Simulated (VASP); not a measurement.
# NaMg3O4 (Pm-3m) in VASP: settings compared

One crystal, NaMg3O4, is run at these levels: revPBE+D3(BJ), LDA; tasks: relaxation of cell and atoms, single point.

All numbers are computed with VASP 6.6.1; they aren't measurements. Logs are shortened: lines on timing, memory, paths and dates and some standing lists are left out, and cuts for length are marked.

## Step 1: Starting point

It takes space group Pm-3m (No. 221, cubic). Conventional cell: a = 4.354 Å, b = 4.354 Å, c = 4.354 Å, α = 90.00°, β = 90.00°, γ = 90.00°. Mg (site symmetry 4/mmm) has 6 O at 2.18 Å as nearest neighbours. Na (site symmetry m-3m) has 6 O at 2.18 Å as nearest neighbours. Around O (site symmetry 4/mmm) lie 4 Mg at 2.18 Å and 2 Na at 2.18 Å. O (site symmetry m-3m) has 6 Mg at 2.18 Å as nearest neighbours.

The cell comes from a database or a generator and needn't be the stable form of this composition.

## Step 2: Relaxation of cell and atoms, revPBE+D3(BJ)

Input file INCAR:

```
PREC = Accurate
ENCUT = 600
EDIFF = 1E-6
ISMEAR = -1
SIGMA = 0.02
LREAL = F
LASPH = T
NELM = 60
ALGO = VeryFast
ISIF = 3
LWAVE = F
LCHARG = F
GGA = RE
IVDW = 12
IBRION = 2
NSW = 40
EDIFFG = -0.02
```

Input file KPOINTS:

```
Automatic mesh
0
Gamma
  6 6 6
```

Input file POSCAR:

```
NaMg3O4
1.0
    4.3537536500      0.0000000000      0.0000000000
    0.0000000000      4.3537536500      0.0000000000
    0.0000000000      0.0000000000      4.3537536500
Mg Na O
3 1 4
Cartesian
    2.1768768250      2.1768768250      0.0000000000
    2.1768768250      0.0000000000      2.1768768250
    0.0000000000      2.1768768250      2.1768768250
    0.0000000000      0.0000000000      0.0000000000
    0.0000000000      2.1768768250      0.0000000000
    0.0000000000      0.0000000000      2.1768768250
    2.1768768250      2.1768768250      2.1768768250
    2.1768768250      0.0000000000      0.0000000000
```

Potentials or basis: VASP PAW PBE potentials, release 64 (Mg, Na_pv, O).

Launch:

```
$ cat potpaw_PBE.64/Mg/POTCAR potpaw_PBE.64/Na_pv/POTCAR potpaw_PBE.64/O/POTCAR > POTCAR
$ mpirun -np 1 vasp_std > vasp.out
```

OUTCAR:

```text
PREC = Accurate
   ENCUT = 600
   EDIFF = 1E-6
   ISMEAR = -1
   LREAL = F
   LASPH = T
   NELM = 60
   ISIF = 3
   GGA = RE
   IVDW = 12
   IBRION = 2
   NSW = 40
   EDIFFG = -0.02
 IVDW          = 12

 ion  position               nearest neighbor table
   1  0.500  0.500  0.000-   5 2.18   7 2.18   8 2.18   7 2.18   8 2.18   5 2.18   2 3.08   3 3.08
                             2 3.08   2 3.08   4 3.08   3 3.08   2 3.08   3 3.08   4 3.08   4 3.08
   2  0.500  0.000  0.500-   6 2.18   7 2.18   8 2.18   8 2.18   7 2.18   6 2.18   1 3.08   4 3.08
                             1 3.08   1 3.08   3 3.08   3 3.08   1 3.08   3 3.08   4 3.08   4 3.08
   3  0.000  0.500  0.500-   5 2.18   6 2.18   7 2.18   5 2.18   6 2.18   7 2.18   1 3.08   4 3.08
                             1 3.08   2 3.08   4 3.08   2 3.08   4 3.08   1 3.08   2 3.08   4 3.08
   4  0.000  0.000  0.000-   5 2.18   6 2.18   8 2.18   6 2.18   5 2.18   8 2.18   2 3.08   3 3.08
                             1 3.08   1 3.08   3 3.08   2 3.08   3 3.08   1 3.08   2 3.08   3 3.08
   5  0.000  0.500  0.000-   1 2.18   3 2.18   4 2.18   3 2.18   4 2.18   1 2.18
   6  0.000  0.000  0.500-   2 2.18   3 2.18   4 2.18   4 2.18   3 2.18   2 2.18
   7  0.500  0.500  0.500-   1 2.18   2 2.18   3 2.18   1 2.18   2 2.18   3 2.18
   8  0.500  0.000  0.000-   1 2.18   2 2.18   4 2.18   2 2.18   1 2.18   4 2.18

  LATTYP: Found a simple cubic cell.
 ALAT       =     4.3537536500

  Lattice vectors:

 A1 = (   4.3537536500,   0.0000000000,   0.0000000000)
 A2 = (   0.0000000000,   4.3537536500,   0.0000000000)
 A3 = (   0.0000000000,   0.0000000000,   4.3537536500)

Analysis of symmetry for initial positions (statically):
=====================================================================
 Subroutine PRICEL returns:
 Original cell was already a primitive cell.

 Routine SETGRP: Setting up the symmetry group for a
 simple cubic supercell.

 Subroutine GETGRP returns: Found 48 space group operations
 (whereof 48 operations were pure point group operations)
 out of a pool of 48 trial point group operations.

The static configuration has the point symmetry O_h .

Analysis of symmetry for dynamics (positions and initial velocities):
=====================================================================
 Subroutine PRICEL returns:
 Original cell was already a primitive cell.

 Routine SETGRP: Setting up the symmetry group for a
 simple cubic supercell.

 Subroutine GETGRP returns: Found 48 space group operations
 (whereof 48 operations were pure point group operations)
 out of a pool of 48 trial point group operations.

The dynamic configuration has the point symmetry O_h .

 Subroutine INISYM returns: Found 48 space group operations
 (whereof 48 operations are pure point group operations),
 and found     1 'primitive' translations

----------------------------------------------------------------------------------------

                                     Primitive cell

  volume of cell :      82.5261

  direct lattice vectors                    reciprocal lattice vectors
     4.353753650  0.000000000  0.000000000     0.229686859  0.000000000  0.000000000
     0.000000000  4.353753650  0.000000000     0.000000000  0.229686859  0.000000000
     0.000000000  0.000000000  4.353753650     0.000000000  0.000000000  0.229686859

  length of vectors
     4.353753650  4.353753650  4.353753650     0.229686859  0.229686859  0.229686859

  position of ions in fractional coordinates (direct lattice)
     0.500000000  0.500000000  0.000000000
     0.500000000  0.000000000  0.500000000
     0.000000000  0.500000000  0.500000000
     0.000000000  0.000000000  0.000000000
     0.000000000  0.500000000  0.000000000
     0.000000000  0.000000000  0.500000000
     0.500000000  0.500000000  0.500000000
     0.500000000  0.000000000  0.000000000

  ion indices of the primitive-cell ions
   primitive index   ion index
                 1           1
                 2           2
                 3           3
                 4           4
                 5           5
                 6           6
                 7           7
                 8           8

----------------------------------------------------------------------------------------

 KPOINTS: Automatic mesh

Automatic generation of k-mesh.
 Grid dimensions read from file:
 generate k-points for:    6    6    6

 Generating k-lattice:

  Cartesian coordinates                     Fractional coordinates (reciprocal lattice)
     0.038281143  0.000000000  0.000000000     0.166666667  0.000000000  0.000000000
     0.000000000  0.038281143  0.000000000     0.000000000  0.166666667  0.000000000
     0.000000000  0.000000000  0.038281143     0.000000000  0.000000000  0.166666667

  Length of vectors
     0.038281143  0.038281143  0.038281143

  Shift w.r.t. Gamma in fractional coordinates (k-lattice)
     0.000000000  0.000000000  0.000000000

 Subroutine IBZKPT returns following result:
 ===========================================

 Found     20 irreducible k-points:

 Following reciprocal coordinates:
            Coordinates               Weight
  0.000000  0.000000  0.000000      1.000000
  0.166667  0.000000  0.000000      6.000000
  0.333333  0.000000  0.000000      6.000000
  0.500000  0.000000  0.000000      3.000000
  0.166667  0.166667  0.000000     12.000000
  0.333333  0.166667  0.000000     24.000000
[... 12 lines left out ...]
  0.500000  0.500000  0.333333      6.000000
  0.500000  0.500000  0.500000      1.000000
   k-points           NKPTS =     20   k-points in BZ     NKDIM =     20   number of bands    NBANDS=     23
   number of dos      NEDOS =    301   number of ions     NIONS =      8
   total plane-waves  NPLWV =  46656
   dimension x,y,z NGX =    36 NGY =   36 NGZ =   36
   dimension x,y,z NGXF=    72 NGYF=   72 NGZF=   72
   ions per type =               3   1   4
   NGX,Y,Z   is equivalent  to a cutoff of  13.75, 13.75, 13.75 a.u.
   NGXF,Y,Z  is equivalent  to a cutoff of  27.49, 27.49, 27.49 a.u.
 SYSTEM =  unknown system
   PREC   = accura    normal or accurate (medium, high low for compatibility)
   ISTART =      0    job   : 0-new  1-cont  2-samecut
   ICHARG =      2    charge: 1-file 2-atom 10-const
   ISPIN  =      1    spin polarized calculation?
   LNONCOLLINEAR =      F non collinear calculations
   LSORBIT =      F    spin-orbit coupling
   LASPH  =      T    aspherical Exc in radial PAW
   ENCUT  =  600.0 eV  44.10 Ry    6.64 a.u.   8.70  8.70  8.70*2*pi/ulx,y,z
   NELM   =     60;   NELMIN=  2; NELMDL=-12     # of ELM steps
   EDIFF  = 0.1E-05   stopping-criterion for ELM
   LREAL  =      F    real-space projection
   EDIFFG = -.2E-01   stopping-criterion for IOM
   NSW    =     40    number of steps for IOM
   IBRION =      2    ionic relax: 0-MD 1-quasi-New 2-CG
   NFREE  =      1    steps in history (QN), initial steepest desc. (CG)
   ISIF   =      3    stress and relaxation
   ISYM   =      2    0-nonsym 1-usesym 2-fastsym
   POTIM  = 0.5000    time-step for ionic-motion
   TEBEG  =    0.0;   TEEND  =   0.0 temperature during run
   PSTRESS=    0.0 pullay stress
   NELECT =      37.0000    total number of electrons
   NUPDOWN=      -1.0000    fix difference up-down
   EMIN   =  10.00;   EMAX   =-10.00  energy-range for DOS
   EFERMI =   0.00;   METHOD = LEGACY
   ISMEAR =    -1;   SIGMA  =   0.02  broadening in eV -4-tet -1-fermi 0-gaus
   EFERMI_NEDOS =   21; number of points for ismear=-14 and -15
   IALGO  =     48    algorithm
   IMIX   =      4    mixing-type and parameters
     AMIX     =   0.40;   BMIX     =  1.00
     AMIX_MAG =   1.60;   BMIX_MAG =  1.00
  volume/ion in A,a.u.               =      10.32        69.61
  Fermi-wavevector in a.u.,A,eV,Ry     =   1.252982  2.367793 21.360661  1.569964
  Thomas-Fermi vector in A             =   2.386857
   LORBIT       =      0    0 simple, 1 ext, 2 COOP (PROOUT), +10 PAW based schemes
   GGA     = RE    functional components
   LHFCALC =     F    Hartree Fock is set to
   AEXX    =    0.0000 exact exchange contribution
   IVDW    =    12    specifies the selected vdW correction
   LEPSILON=     F    determine dielectric tensor
   LRPA    =     F    only Hartree local field effects (RPA)
 conjugate gradient relaxation of ions
 non-spin polarized calculation
 RMM-DIIS sequential band-by-band
  energy-cutoff  :      600.00
  volume of cell :       82.53
 maximum number of plane-waves:      2800
 NGX is ok and might be reduce to    36
   NGX = 17   NGY = 17   NGZ = 17

--------------------------------------- Ionic step        1  -------------------------------------------

 number of electron      36.9999989 magnetization

 Free energy of the ion-electron system (eV)
  ---------------------------------------------------
  ext. energy  EPLUGINS =         0.00000000
  ---------------------------------------------------
  free energy    TOTEN  =       -40.30797013 eV

  energy without entropy =      -40.29183030  energy(sigma->0) =      -40.29990022

------------------------ aborting loop because EDIFF is reached ----------------------------------------

 Edisp (eV)   -3.96325

 E8    (eV) :    -2.6500

  FORCE on cell =-STRESS in cart. coord.  units (eV):
  Direction    XX          YY          ZZ          XY          YZ          ZX
  --------------------------------------------------------------------------------------
  -------------------------------------------------------------------------------------
  Total      -3.18926    -3.18926    -3.18926     0.00000     0.00000     0.00000
  in kB     -61.91679   -61.91679   -61.91679     0.00000     0.00000     0.00000
  external pressure =      -61.92 kB  Pullay stress =        0.00 kB

 VOLUME and BASIS-vectors are now :
 -----------------------------------------------------------------------------
  energy-cutoff  :      600.00
  volume of cell :       82.53
      direct lattice vectors                 reciprocal lattice vectors
     4.353753650  0.000000000  0.000000000     0.229686859  0.000000000  0.000000000
     0.000000000  4.353753650  0.000000000     0.000000000  0.229686859  0.000000000
     0.000000000  0.000000000  4.353753650     0.000000000  0.000000000  0.229686859
[... 47 lines left out ...]
 POSITION                                       TOTAL-FORCE (eV/Angst)
 -----------------------------------------------------------------------------------
      2.13501      2.13501     -0.00000        -0.000000      0.000000      0.000000
      2.13501     -0.00000      2.13501        -0.000000      0.000000      0.000000
      0.00000      2.13501      2.13501        -0.000000      0.000000      0.000000
      0.00000      0.00000      0.00000        -0.000000      0.000000      0.000000
      0.00000      2.13501     -0.00000         0.000000      0.000000      0.000000
     -0.00000      0.00000      2.13501        -0.000000      0.000000      0.000000
      2.13501      2.13501      2.13501         0.000000      0.000000      0.000000
      2.13501     -0.00000      0.00000        -0.000000      0.000000      0.000000
 -----------------------------------------------------------------------------------
    total drift:                                0.000000      0.000000     -0.000000

  FREE ENERGIE OF THE ION-ELECTRON SYSTEM (eV)
  ---------------------------------------------------
  free  energy   TOTEN  =       -44.3569848357 eV

  energy  without entropy=      -44.3421269730  energy(sigma->0) =      -44.34955590

--------------------------------------- Ionic step        3  -------------------------------------------

 number of electron      37.0000023 magnetization

 Free energy of the ion-electron system (eV)
  ---------------------------------------------------
  ext. energy  EPLUGINS =         0.00000000
  ---------------------------------------------------
  free energy    TOTEN  =       -40.16902286 eV

  energy without entropy =      -40.15404225  energy(sigma->0) =      -40.16153255

 E-fermi :   2.4204     XC(G=0): -10.6220

 val. band max:        2.4149948507   @ k =   0.3333   0.0000   0.0000
 cond. band min:       2.4310043187   @ k =   0.3333   0.3333   0.0000
 fundamental gap:      0.0160094680
 Fermi energy:         2.4204074492

 k-point     1 :       0.0000    0.0000    0.0000
  band No.  band energies     occupation
      1     -17.0958      2.00000
      2     -17.0958      2.00000
      3     -17.0958      2.00000
      4     -14.4678      2.00000
      5     -13.2653      2.00000
      6     -13.0924      2.00000
[... 15 lines left out ...]
     22      12.3216      0.00000
     23      12.4573      0.00000
[... 518 lines left out ...]
 POSITION                                       TOTAL-FORCE (eV/Angst)
 -----------------------------------------------------------------------------------
      2.13865      2.13865     -0.00000        -0.000000      0.000000      0.000000
      2.13865     -0.00000      2.13865        -0.000000      0.000000      0.000000
      0.00000      2.13865      2.13865        -0.000000      0.000000      0.000000
      0.00000      0.00000      0.00000        -0.000000      0.000000      0.000000
      0.00000      2.13865     -0.00000         0.000000      0.000000      0.000000
     -0.00000      0.00000      2.13865        -0.000000      0.000000      0.000000
      2.13865      2.13865      2.13865         0.000000      0.000000      0.000000
      2.13865     -0.00000      0.00000        -0.000000      0.000000      0.000000
 -----------------------------------------------------------------------------------
    total drift:                                0.000000      0.000000     -0.000000

  FREE ENERGIE OF THE ION-ELECTRON SYSTEM (eV)
  ---------------------------------------------------
  free  energy   TOTEN  =       -44.3578855921 eV

  energy  without entropy=      -44.3429049873  energy(sigma->0) =      -44.35039529

 reached required accuracy - stopping structural energy minimisation
```

Wall time 2.5 min (1 thread of Intel Xeon Platinum 8488C (Sapphire Rapids), shared host); peak memory 0.24 GiB.

What came out:

| Item | Value |
| --- | --- |
| Free energy | -44.3579 eV |
| Relaxed volume | 9.78 Å³/atom |
| Relaxed cell | a = 4.277 Å, b = 4.277 Å, c = 4.277 Å, α = 90.00°, β = 90.00°, γ = 90.00° |
| Space group after relaxing (to 0.05 Å) | Pm-3m (No. 221) |
| Energy gained by relaxing | 10.8 meV/atom |
| Ionic steps | 3 |
| Pressure after relaxing | 0.1 GPa |
| Band gap on the k mesh | none (metal or under the smearing width) |
| Dispersion energy per atom | -0.524 eV |

The path:
```
step  energy change (eV)  largest force (eV/Å)  pressure (GPa)  volume (Å³)
   1              0.0000                0.0000           -6.19        82.53
   2             -0.0858                0.0000            0.69        77.86
   3             -0.0867                0.0000            0.05        78.25
```

Final structure:
```xyz
8
Lattice="4.2773 0.0000 0.0000 0.0000 4.2773 0.0000 0.0000 0.0000 4.2773" Properties=species:S:1:pos:R:3 pbc="T T T"
Mg    2.1387    2.1387    0.0000
Mg    2.1387    0.0000    2.1387
Mg    0.0000    2.1387    2.1387
Na    0.0000    0.0000    0.0000
O     0.0000    2.1387    0.0000
O     0.0000    0.0000    2.1387
O     2.1387    2.1387    2.1387
O     2.1387    0.0000    0.0000
```

Caveat: the PAW data sets were made with another functional, which shifts forces and pressure a little; an odd number of electrons without spin polarisation forces a metal; a magnetic or distorted state may lie lower; pairwise dispersion overbinds metals, which lowers pressure and volume.

## Step 3: Single point, LDA

Input file INCAR:

```
PREC     = Accurate       # precision mode
ENCUT    = 500            # plane-wave cutoff, eV
EDIFF    = 1E-6           # SCF threshold, eV
ISMEAR   = 0              # smearing method
SIGMA    = 0.01           # smearing width, eV
LREAL    = F              # projectors in reciprocal space
LASPH    = T              # aspherical terms in the spheres
NELM     = 100            # most SCF steps
ALGO     = Normal         # electronic algorithm
ISIF     = 2              # what is computed and relaxed
LWAVE    = F              # write WAVECAR
LCHARG   = F              # write CHGCAR
GGA      = CA             # functional
NBANDS   = 26             # bands
```

Input file KPOINTS:

```
regular mesh
0
Gamma
  6 6 6
```

Input file POSCAR:

```
NaMg3O4
4.3538
    0.999989354127      0.000000000000      0.000000000000
    0.000000000000      0.999989354127      0.000000000000
    0.000000000000      0.000000000000      0.999989354127
Mg Na O
3 1 4
Direct
    0.5000000000      0.5000000000      0.0000000000
    0.5000000000      0.0000000000      0.5000000000
    0.0000000000      0.5000000000      0.5000000000
    0.0000000000      0.0000000000      0.0000000000
    0.0000000000      0.5000000000      0.0000000000
    0.0000000000      0.0000000000      0.5000000000
    0.5000000000      0.5000000000      0.5000000000
    0.5000000000      0.0000000000      0.0000000000
```

Potentials or basis: VASP PAW LDA potentials, release 64 (Mg, Na, O).

Launch:

```
$ cat potpaw_LDA.64/Mg/POTCAR potpaw_LDA.64/Na/POTCAR potpaw_LDA.64/O/POTCAR > POTCAR
$ mpirun -np 1 vasp_std > vasp.out
```

Run time: 36 s. Hardware: 1 thread of Intel Xeon Platinum 8488C (Sapphire Rapids), shared host; peak memory 0.17 GiB.

Results (log left out):

```yaml
Free_energy: -47.9914 eV
Pressure: -12.0 GPa
Band_gap_on_the_k_mesh: none (metal or under the smearing width)
```

Levels at points of the mesh, in eV from the Fermi level:
```
           k point  band 12  band 13  band 14  band 15  band 16  band 17  band 18  band 19  band 20  band 21
(0.00, 0.00, 0.00)    -0.82    -0.82     0.26     0.26     0.26     4.36     8.88     8.88     9.46     9.46
(0.50, 0.00, 0.00)    -0.90    -0.64    -0.64    -0.14    -0.14     7.18     7.82    10.87    10.96    11.23
(0.50, 0.50, 0.00)    -0.77    -0.53    -0.53    -0.45    -0.01     8.59     9.13     9.13     9.18    11.20
(0.50, 0.50, 0.50)    -0.45    -0.45    -0.45    -0.01    -0.01     7.34     8.10     8.10     8.10    11.48
```

Caveat: an odd number of electrons without spin polarisation forces a metal; a magnetic or distorted state may lie lower.
